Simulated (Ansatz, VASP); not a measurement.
## One calculation of MgB3Pd3, two programs

Contents of INCAR:

```
ALGO = Normal
EDIFF = 1E-7
EDIFFG = -0.04
ENCUT = 600
GGA = PE
IBRION = 2
ISIF = 3
ISMEAR = 0
LASPH = T
LCHARG = F
LREAL = F
LWAVE = F
NELM = 80
NSW = 90
PREC = Accurate
SIGMA = 0.1
```

Contents of KPOINTS:

```
k-points
0
Gamma
  4 4 4
```

File POSCAR:

```
MgB3Pd3
1.0
    4.4684674800      0.0000000000      0.0000000000
    0.0000000000      4.4684674800      0.0000000000
    0.0000000000      0.0000000000      4.4684674800
Mg B Pd
1 3 3
Direct
    0.5000000000      0.5000000000      0.5000000000
    0.0000000000      0.5000000000      0.0000000000
    0.5000000000      0.0000000000      0.0000000000
    0.0000000000      0.0000000000      0.5000000000
    0.0000000000      0.5000000000      0.5000000000
    0.5000000000      0.5000000000      0.0000000000
    0.5000000000      0.0000000000      0.5000000000
```

Input for Ansatz:

```yaml
crystal:
  lattice:
    - [4.46846748, 0.0, 0.0]
    - [0.0, 4.46846748, 0.0]
    - [0.0, 0.0, 4.46846748]
  atoms:
    - { symbol: Mg, position: [0.5, 0.5, 0.5] }
    - { symbol: B, position: [0.0, 0.5, 0.0] }
    - { symbol: B, position: [0.5, 0.0, 0.0] }
    - { symbol: B, position: [0.0, 0.0, 0.5] }
    - { symbol: Pd, position: [0.0, 0.5, 0.5] }
    - { symbol: Pd, position: [0.5, 0.5, 0.0] }
    - { symbol: Pd, position: [0.5, 0.0, 0.5] }
basis:
  ecutwfc: 420
kpoints:
  mp_grid: { grid: [4, 4, 4] }
hamiltonian:
  xc: pbe
scf:
  occupations: { method: gaussian, width: 0.1 }
  lower_state_search: "off"
output:
  forces: true
  stress: true
  eigenvalues: true
relax:
  adjacent_minimum: "off"
  f_tol: 0.04
  max_steps: 70
  cell: { stress_tol: 0.4 }
```

Change from the starting cell: species swapped into the Ce3GaBr3 type (Pm-3m, No. 221).

Alike in both runs: task relaxation of cell and atoms; functional PBE; k mesh 4 × 4 × 4; occupations gaussian, width 0.1 eV; no spin polarisation.

|  | VASP | Ansatz |
| --- | --- | --- |
| version | VASP 6.6.1 | Ansatz 0.2.0 |
| potentials or method | VASP PAW PBE potentials, release 64 (Mg, B, Pd) | scalar-relativistic, plane waves, PAW |
| plane-wave cutoff (eV) | 600 | 420 |
| valence electrons in the cell | 41 | 73 |

|  | VASP | Ansatz | Ansatz less VASP |
| --- | --- | --- | --- |
| gap on the k mesh at the Fermi level, each at its own relaxed structure (eV) | none | none | - |
| relaxed volume (Å³/atom) | 14.37 | 14.37 | -0.002 |
| relaxed cell length with the largest relative difference (Å) | 4.650 | 4.650 | -0.0002 |
| energy change over the relaxation (meV/atom) | -85 | -86 | -1.1 |

A gap of «none» marks a metal or a gap that the smearing closes. The two sets of potentials don't hold the same shells in valence.
